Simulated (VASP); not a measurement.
Here is a VASP 6.6.1 calculation.

The input INCAR:

```
PREC = Accurate ; ENCUT = 520
EDIFF = 1E-6 ; ISMEAR = 0
SIGMA = 0.1 ; LREAL = F
LASPH = T ; NELM = 100
ALGO = Fast ; ISIF = 2
LWAVE = F ; LCHARG = F
GGA = PE ; NBANDS = 25
```

Contents of KPOINTS:

```
regular mesh
0
Gamma
  8 8 8
```

The input POSCAR:

```
MgAuI3
1.0
    5.6715478629      0.0000000000      0.0000000000
    0.0000000000      5.6715478629      0.0000000000
    0.0000000000      0.0000000000      5.6715478629
Mg Au I
1 1 3
Direct
    0.5000000000      0.5000000000      0.5000000000
    0.0000000000      0.0000000000      0.0000000000
    0.5000000000      0.0000000000      0.0000000000
    0.0000000000      0.5000000000      0.0000000000
    0.0000000000      0.0000000000      0.5000000000
```

Potentials or basis: VASP PAW PBE potentials, release 64 (Mg, Au, I).

The run is started by

```sh
$ cat potpaw_PBE.64/Mg/POTCAR potpaw_PBE.64/Au/POTCAR potpaw_PBE.64/I/POTCAR > POTCAR
$ mpirun -np 1 vasp_std > vasp.out
```

**Question.** Predict the band gap on the k mesh.

**Answer.** None (metal or under the smearing width).

**Question.** What does it give for the pressure?

**Answer.** -0.1 GPa.

The run has no spin-orbit coupling, so splittings on Au, I are missing.
